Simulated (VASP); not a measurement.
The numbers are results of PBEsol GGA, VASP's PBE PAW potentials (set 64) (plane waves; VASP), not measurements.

The input files of a VASP run:

**INCAR**
```
SYSTEM = RuS
PREC = Accurate
ENCUT = 400
EDIFF = 1E-6
NELM = 100
ALGO = Normal
LREAL = .FALSE.
LASPH = .TRUE.
ISMEAR = 1
SIGMA = 0.1
GGA = PS
LMAXMIX = 4
LWAVE = .FALSE.
LCHARG = .FALSE.
IBRION = 2
ISIF = 3
NSW = 60
EDIFFG = -0.01
```

**KPOINTS**
```
Regular mesh
0
Gamma
  11 11 11
```

**POSCAR**
```
RuS
1
    2.9447279553    -0.0000000000    -0.0000000000
   -0.0000000000     2.9447279553     0.0000000000
   -0.0000000000    -0.0000000000     2.9447279553
Ru S
1 1
Direct
  0.0000000000   0.0000000000   0.0000000000
  0.5000000000   0.5000000000   0.5000000000
```

POTCAR, in this order: Ru_pv S (PBE.64 set). Program: vasp_std.

The run wrote:

**OUTCAR**
```
 ion  position               nearest neighbor table
   1  0.000  0.000  0.000-   2 2.55   2 2.55   2 2.55   2 2.55   2 2.55   2 2.55   2 2.55   2 2.55
  LATTYP: Found a simple cubic cell.
 ALAT       =     2.9447279553
 Subroutine PRICEL returns:
 Original cell was already a primitive cell.
 Subroutine GETGRP returns: Found 48 space group operations
The static configuration has the point symmetry O_h .
The dynamic configuration has the point symmetry O_h .
 Subroutine INISYM returns: Found 48 space group operations
 Subroutine IBZKPT returns following result:
 Found     56 irreducible k-points:

 Following reciprocal coordinates:
            Coordinates               Weight
  0.000000  0.000000  0.000000      1.000000
  0.090909  0.000000  0.000000      6.000000
  0.181818  0.000000  0.000000      6.000000
  0.272727  0.000000  0.000000      6.000000
  0.363636  0.000000  0.000000      6.000000
  0.454545  0.000000  0.000000      6.000000
  0.090909  0.090909  0.000000     12.000000
  0.181818  0.090909  0.000000     24.000000
  0.272727  0.090909  0.000000     24.000000
  0.363636  0.090909  0.000000     24.000000
  0.454545  0.090909  0.000000     24.000000
  0.181818  0.181818  0.000000     12.000000
  0.272727  0.181818  0.000000     24.000000
  0.363636  0.181818  0.000000     24.000000
  0.454545  0.181818  0.000000     24.000000
  0.272727  0.272727  0.000000     12.000000
  0.363636  0.272727  0.000000     24.000000
  0.454545  0.272727  0.000000     24.000000
  0.363636  0.363636  0.000000     12.000000
  0.454545  0.363636  0.000000     24.000000
  0.454545  0.454545  0.000000     12.000000
  0.090909  0.090909  0.090909      8.000000
  0.181818  0.090909  0.090909     24.000000
  0.272727  0.090909  0.090909     24.000000
  0.363636  0.090909  0.090909     24.000000
...
```

**OSZICAR**
```
       N       E                     dE             d eps       ncg     rms          rms(c)
DAV:   1     0.129548559439E+03    0.12955E+03   -0.10016E+04  1592   0.116E+03
DAV:   2    -0.114216496825E+02   -0.14097E+03   -0.13828E+03  1790   0.337E+02
DAV:   3    -0.149210233982E+02   -0.34994E+01   -0.34695E+01  1952   0.544E+01
DAV:   4    -0.149504328171E+02   -0.29409E-01   -0.29404E-01  1878   0.517E+00
DAV:   5    -0.149509176722E+02   -0.48486E-03   -0.48485E-03  1976   0.569E-01    0.217E+01
DAV:   6    -0.145323286982E+02    0.41859E+00   -0.36211E+00  1646   0.199E+01    0.109E+01
DAV:   7    -0.144156260428E+02    0.11670E+00   -0.70875E-01  1650   0.934E+00    0.666E+00
DAV:   8    -0.143926710643E+02    0.22955E-01   -0.92203E-02  1748   0.309E+00    0.104E+00
DAV:   9    -0.143924493553E+02    0.22171E-03   -0.17332E-03  1874   0.333E-01    0.450E-01
DAV:  10    -0.143922784484E+02    0.17091E-03   -0.11868E-03  1802   0.334E-01    0.522E-02
DAV:  11    -0.143922698510E+02    0.85974E-05   -0.32039E-05  1934   0.643E-02    0.121E-02
DAV:  12    -0.143922703141E+02   -0.46315E-06   -0.12987E-06  1252   0.123E-02
   1 F= -.14392270E+02 E0= -.14392691E+02  d E =-.143923E+02
       N       E                     dE             d eps       ncg     rms          rms(c)
DAV:   1    -0.143958993171E+02   -0.36295E-02   -0.68922E-02  1592   0.327E+00    0.530E-01
DAV:   2    -0.143929634756E+02    0.29358E-02   -0.20193E-02  1592   0.163E+00    0.172E-01
DAV:   3    -0.143922274494E+02    0.73603E-03   -0.16332E-03  1654   0.451E-01    0.784E-02
DAV:   4    -0.143921746679E+02    0.52781E-04   -0.35895E-04  1676   0.161E-01    0.282E-02
DAV:   5    -0.143921768404E+02   -0.21725E-05   -0.76589E-06  2062   0.274E-02    0.192E-02
DAV:   6    -0.143921769125E+02   -0.72083E-07   -0.30285E-06  1800   0.162E-02
   2 F= -.14392177E+02 E0= -.14392571E+02  d E =0.934016E-04
       N       E                     dE             d eps       ncg     rms          rms(c)
DAV:   1    -0.143941342998E+02   -0.19575E-02   -0.34395E-02  1592   0.231E+00    0.377E-01
DAV:   2    -0.143926567340E+02    0.14776E-02   -0.98391E-03  1592   0.114E+00    0.119E-01
DAV:   3    -0.143923092255E+02    0.34751E-03   -0.78824E-04  1662   0.313E-01    0.533E-02
DAV:   4    -0.143922851914E+02    0.24034E-04   -0.17786E-04  1658   0.115E-01    0.194E-02
DAV:   5    -0.143922882058E+02   -0.30144E-05   -0.34294E-06  1996   0.181E-02    0.134E-02
DAV:   6    -0.143922917662E+02   -0.35604E-05   -0.15674E-06  1696   0.118E-02    0.175E-03
DAV:   7    -0.143922917482E+02    0.17998E-07   -0.76513E-08   784   0.236E-03
   3 F= -.14392292E+02 E0= -.14392705E+02  d E =-.214341E-04
```

File OUTCAR:
```
------------------------ aborting loop because EDIFF is reached ----------------------------------------
  FORCE on cell =-STRESS in cart. coord.  units (eV):
  Direction    XX          YY          ZZ          XY          YZ          ZX
  --------------------------------------------------------------------------------------
  Total        0.0008475      0.0008475      0.0008475      0.0000000      0.0000000     -0.0000000
  in kB        0.0531176      0.0531176      0.0531176      0.0000000      0.0000000     -0.0000000
  external PRESSURE =       0.0531176 kB  Pullay stress =       0.0000000 kB
  volume of cell :       25.56
      direct lattice vectors                 reciprocal lattice vectors
     2.945752431 -0.000000000 -0.000000000     0.339471841  0.000000000  0.000000000
    -0.000000000  2.945752431 -0.000000000     0.000000000  0.339471841  0.000000000
    -0.000000000 -0.000000000  2.945752431     0.000000000  0.000000000  0.339471841
 POSITION                                       TOTAL-FORCE (eV/Angst)
 -----------------------------------------------------------------------------------
      0.00000      0.00000      0.00000         0.000000      0.000000      0.000000
      1.47288      1.47288      1.47288        -0.000000     -0.000000      0.000000
 -----------------------------------------------------------------------------------
    total drift:                                0.000000      0.000000      0.000000
  FREE ENERGIE OF THE ION-ELECTRON SYSTEM (eV)
  ---------------------------------------------------
  free  energy   TOTEN  =       -14.3922917482 eV

  energy  without entropy=      -14.3935305197  energy(sigma->0) =      -14.39270467

 reached required accuracy - stopping structural energy minimisation
```
(Selected blocks of OUTCAR.)

**CONTCAR**
```
RuS
   1.00000000000000
     2.9457524311586480   -0.0000000000000000   -0.0000000000000000
    -0.0000000000000000    2.9457524311586480   -0.0000000000000000
    -0.0000000000000000   -0.0000000000000000    2.9457524311586480
  Ru              S
     1     1
Direct
     0.0000000000000000    0.0000000000000000    0.0000000000000000
     0.5000000000000000    0.5000000000000000    0.5000000000000000
```

**OUTCAR**
```
 val. band max:       12.9140854080   @ k =   0.1818   0.1818   0.0909

 cond. band min:      13.0070944745   @ k =   0.4545   0.2727   0.0000


 Fermi energy:        12.9666963420

 k-point     1 :       0.0000    0.0000    0.0000
  band No.  band energies     occupation
      1     -30.1010      2.00000
      2     -30.1010      2.00000
      3     -30.1010      2.00000
      4      -4.3190      2.00000
      5       7.8741      2.00000
      6       7.8741      2.00000
      7      10.5922      2.00000
      8      10.5922      2.00000
      9      10.5922      2.00000
     10      11.8488      2.00000
     11      11.8488      2.00000
     12      11.8488      2.00000
     13      17.0903      0.00000
     14      21.6268      0.00000

 k-point     2 :       0.0909    0.0000    0.0000
  band No.  band energies     occupation
      1     -30.1212      2.00000
      2     -30.0991      2.00000
      3     -30.0991      2.00000
      4      -4.1973      2.00000
      5       7.6065      2.00000
      6       7.9378      2.00000
      7      10.1306      2.00000
      8      10.1306      2.00000
      9      10.4645      2.00000
     10      11.8751      2.00000
     11      12.3851      2.00000
     12      12.3851      2.00000
     13      17.5685      0.00000
     14      21.2851      0.00000

 k-point     3 :       0.1818    0.0000    0.0000
  band No.  band energies     occupation
      1     -30.1752      2.00000
      2     -30.0941      2.00000
      3     -30.0941      2.00000
      4      -3.8463      2.00000
      5       6.6605      2.00000
      6       8.1165      2.00000
      7       9.4307      2.00000
      8       9.4307      2.00000
      9      10.6553      2.00000
     10      11.9467      2.00000
     11      13.3149     -0.00001
     12      13.3149     -0.00001
     13      18.4173      0.00000
     14      20.4428      0.00000

 k-point     4 :       0.2727    0.0000    0.0000
  band No.  band energies     occupation
...
```

The structure was generated: RuS was put into the CsCl type type (Pm-3m), which need not be its known phase. This run relaxes it. Symmetry was kept, so distortions that lower it aren't found. The start is the result of an earlier pass.
